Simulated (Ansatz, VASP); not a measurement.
# Cross-check of Se (Selenium) between VASP and Ansatz

Aim: how closely do two programs agree when they are given the same cell, functional and k mesh? The cell is taken from a series of runs on this material, whose earlier steps may have relaxed, scaled, displaced or heated it; both programs get it as it stands.

Calculated with Ansatz 0.2.0; plane waves, with VASP 6.6.1 beside it; PBEsol.

**1. The structure**

It takes space group P3_121 (No. 152, trigonal). Conventional cell: a = 4.366 Å, b = 4.366 Å, c = 4.954 Å, α = 90.00°, β = 90.00°, γ = 120.00°. Nearest to Se lie 2 Se at 2.37 Å.

**2. Ansatz: dielectric response, PBEsol**

Ansatz runs on its PAW soft_1 files.

The response to a field tests empty states and converges slowly with the mesh.

input.yaml reads:

```yaml
crystal:
  lattice:
    - [4.3662, 0.0, 0.0]
    - [-2.1831, 3.781240118, 0.0]
    - [0.0, 0.0, 4.9536]
  atoms:
    - { symbol: Se, position: [0.2254, 0.0, 0.3333333333] }
    - { symbol: Se, position: [0.0, 0.2254, 0.6666666667] }
    - { symbol: Se, position: [0.7746, 0.7746, 0.0] }
kpoints:
  mp_grid: { grid: [5, 5, 4] }
scf:
  occupations: { method: fixed }
hamiltonian:
  xc: pbesol
  pseudopotentials: { kind: paw, azcp: { folder: soft_1 }, xc_functional: pbe }
dielectric:
  field_mesh: kpoints
```

Run with:

```bash
$ ansatz run input.yaml --threads 4 --pin off --max-ram 8192MiB --backend cpu --events-out ev --progress --plain --runs-dir out
```

Numbers of over 12 decimals in the logs are rounded to 6 here.

The program printed:

```text
Engine: ansatz 0.2.0, aarch64-unknown-linux-gnu
Pseudopotentials: kind: paw
Pseudopotential: Se, paw, valence charge 16, recommended cutoff 420 eV (normal), soft_1/Se.paw.azcp
Functional definition: PBEsol
  exchange = pbesol_x
  correlation = pbesol_c
Crystal: 3 atoms, lattice volume = 81.782 Å³
Basis set: ecut = 420 eV, 1583 PW (Γ), exchange–correlation on 60×60×72 points (8 copies of the dense FFT grid, shifted against one another)
Bands: 29, of which v1, the nominal top of the filled ones, is band 24 counted from 1 (23 counted from 0)
Symmetry: 6 space group operations
k-points: 51 of 100 (irreducible under 1 space group operation, time reversal used)
Non-local potential: Se, projectors of the file, l = 0: 2, l = 1: 2, l = 2: 3, l = 3: 1
PAW form: soft (Blöchl's): semilocal exchange-correlation on the pseudo side does not see the compensation charge
PAW frozen core: Se, regenerated for the run's functional, and the local potential with it (the file was generated under x = pbe(κ = 0.804, μ = 0.219515), c = pbe(β = 0.066725))
PAW one-centre angular grid: Se, 590 points (default); XC on 64 Gauss nodes
Initial density: superposition of atomic densities (chi_scale 0.1, normalization cell)
Initial wavefunctions: pseudopotential atomic-orbital guess
Functional: x = pbesol(κ = 0.804, μ = 0.123457), c = pbesol(β = 0.046)
SCF iter   1: F=—  HF=-16272.667838 eV  |F-HF|=—  |Δ(HF+E_count)|=         —  Δρ=2.72e-2  dr2=3.66e-1  ethr=3.10e-3  ⟨swp⟩=4.6  Hψ=5353  notcnv=0  defer=111
preconditioner: auto → Resta (q_TF=auto, 2.496 Å⁻¹)  ε∞=3.8  [insulator: Δε(μ)=1.276 eV  Ē_g=10.407 eV  n_scr=20 (ndim 8)  ℏωp=17.4 eV  f_vac=0.063  ε∞_Penn≈3.8]
SCF iter   2: F=—  HF=-16272.598086 eV  |F-HF|=—  |Δ(HF+E_count)|=   6.98e-2  Δρ=1.49e-2  dr2=1.12e-1  ethr=7.63e-4  ⟨swp⟩=2.0  Hψ=1990  notcnv=0  defer=151
SCF iter   3: F=—  HF=-16272.574309 eV  |F-HF|=—  |Δ(HF+E_count)|=   2.38e-2  Δρ=1.39e-3  dr2=1.12e-3  ethr=2.33e-4  ⟨swp⟩=2.0  Hψ=1902  notcnv=0  defer=152
SCF iter   4: F=—  HF=-16272.574954 eV  |F-HF|=—  |Δ(HF+E_count)|=   6.45e-4  Δρ=3.07e-4  dr2=6.95e-5  ethr=2.33e-6  ⟨swp⟩=2.0  Hψ=2754  notcnv=0  defer=153
SCF iter   5: F=—  HF=-16272.574919 eV  |F-HF|=—  |Δ(HF+E_count)|=   3.59e-5  Δρ=1.35e-4  dr2=1.89e-5  ethr=1.45e-7  ⟨swp⟩=2.0  Hψ=2652  notcnv=0  defer=152
SCF iter   6: F=—  HF=-16272.574938 eV  |F-HF|=—  |Δ(HF+E_count)|=   1.97e-5  Δρ=4.45e-5  dr2=2.20e-6  ethr=3.93e-8  ⟨swp⟩=2.0  Hψ=1887  notcnv=0  defer=51
SCF iter   7: F=—  HF=-16272.574942 eV  |F-HF|=—  |Δ(HF+E_count)|=   3.95e-6  Δρ=8.46e-6  dr2=5.90e-8  ethr=4.59e-9  ⟨swp⟩=2.0  Hψ=1887  notcnv=0  defer=51
SCF iter   8: F=—  HF=-16272.574942 eV  |F-HF|=—  |Δ(HF+E_count)|=   1.02e-7  Δρ=1.34e-6  dr2=1.12e-9  ethr=1.23e-10  ⟨swp⟩=2.0  Hψ=1887  notcnv=0  defer=51
SCF iter   9: F=-16272.574942 eV  HF=-16272.574942 eV  |F-HF|=2.91e-11  |Δ(HF+E_count)|=   2.01e-9  Δρ=2.63e-7  dr2=3.14e-11  ethr=1.00e-12  ⟨swp⟩=8.1  Hψ=5999  notcnv=0
SCF 1 converged in 9 iterations: F = -16272.574942 eV  dr2 = 3.14e-11
  greatest PAW one-centre occupation: 1.000 electrons in one spin orbital (limit 2), on the Se atom at site 1 (counted from 0), in its partial waves of l = 2
NSCF: frozen V_eff on 8 k-points
DFPT response loops at Γ: preconditioner auto → Resta (q_TF=auto, 2.496 Å⁻¹)  ε∞=7.2 (no band partly filled); β = 1.00, the filter's whole step (`scf.mixing.beta` (0.50) is not read by the response loops at its default; to damp them type it under 1.00, their step now; it binds the ground state too); Broyden in place of MSR1
WARN: field response: the 5×5×4 k-mesh looks too coarse for the field response at k = (0.2000, 0.4000, -0.5000), direct gap 1.308 eV: take ε∞, Z* and everything formed from them as unconverged in the mesh. The response there varies over an interband length of 2.33 Å as this mesh's differences read it, which a coarse mesh reads short; the mesh's real-space period, 19.8 Å, is under 14 times that, 32.7 Å: field_mesh: auto, beside no phonons.dynamical_quadrupoles, solves it inside a basis that this mesh spans and, under method: fd, where it gets none, on a denser mesh; else type a denser kpoints.mp_grid, and compare
SCF converged after 9 iterations
Free energy (F): -16272.574942 eV
Harris-Foulkes:  -16272.574942 eV  (|F-HF|=2.91e-11)
Internal energy: -16272.574942 eV  (E = F + TS)
E sigma→0 (E₀):  -16272.574942 eV
Fermi energy:    6.375394 eV
--- Per-component energies (eV) ---
  E_band       = -1251.063522
  E_kinetic    = 328.645584
  E_local      = -8424.966907  (includes V_loc(G=0)·N_el)
  E_nonlocal   = -1055.836337
  E_hartree    = 4369.584432
  E_xc         = -251.517878
  E_vxc        = -268.026076  (∫ρ·V_xc dr)
  E_paw        = -6259.933425  (= ΣΔE_a)
  E_vpaw       = -570.047541  (= ΣTr[D̂ρ^β])
  E_aug_tail   = -0.001112  (compensation charges beyond the density's cutoff)
  E_ewald      = -4981.574654
  E_core_change = 3.025355  (= ΣΔE_core)
  E_smearing   = -0.000000  (= −TS)
  E_closure    = -0.000000  (closes the sum)
  Σ components = -16272.574942   (vs F -16272.574942, Δ=0.00e0)
--- Band table (eV; the first three rows and the last of 51) ---
  k-point 0: bands = [... 20 lower, 2.6164, 4.3459, 4.3459, 5.9991, 8.2465, 8.2465, 8.5230, 12.3685, ... 1 higher]
  k-point 1: bands = [... 20 lower, 2.8907, 4.4398, 4.8277, 5.5623, 7.7889, 7.8902, 8.0369, 13.0232, ... 1 higher]
  k-point 2: bands = [... 20 lower, 3.0047, 4.8358, 4.8358, 5.2817, 7.5390, 7.5390, 7.6454, 12.5748, ... 1 higher]
  k-point 50: bands = [... 20 lower, 2.8605, 3.9429, 4.9244, 5.8922, 8.1407, 8.8447, 9.4024, 12.4315, ... 1 higher]
--- Dielectric response (ions clamped): 2 representative field directions + reference, on 51 of 100 k-points (Σ response iterations 20) ---
  k mesh reduced under 1 symmetry operation, with k and −k counted as one. Each operation leaves every solved perturbation unchanged. A smaller set is not considered because the run solves the response to a homogeneous field
  ε∞ (high-frequency dielectric tensor):
        9.131569     0.000000     0.000000
        0.000000     9.131569     0.000000
        0.000000     0.000000    13.809511
  Born effective charges Z* (e; rows j = field, columns β = displacement):
    site 0:
         0.86502    0.00000    0.00000
         0.00000   -0.86502    0.41414
         0.00000    0.82205   -0.00000
    site 1:
        -0.43251   -0.74913   -0.35865
        -0.74913    0.43251   -0.20707
        -0.71192   -0.41102   -0.00000
    site 2:
        -0.43251    0.74913    0.35865
         0.74913    0.43251   -0.20707
         0.71192   -0.41102    0.00000
  Z* charge neutrality: 7.393e-6 e pre-enforcement
  k-mesh period / interband length: 19.8 Å / 2.33 Å = 8.49 at k = (0.2000, 0.4000, -0.5000), direct gap 1.308 eV — UNDER 14: by this measure the k-mesh is too coarse for the response
```

Reading the cycles: dr2 is the Hartree energy of the density residual (eV), the measure of convergence; HF is the Harris–Foulkes estimate of the energy, which meets the free energy F at convergence.

(Continued in part 2 of 2.)

[Lines on the potential files, build, host, timing and source positions are cut from VASP's logs without a mark.]

[Logs are printed without paths, hosts, clocks, repeated set-up lines and the standing remarks that a program may print on its own settings, such as how far it seeks lower states.]

[Hosts, paths, dates, database ids (printed as entryN), source tags and the programs' standing remarks are cut or masked in the printed files.]
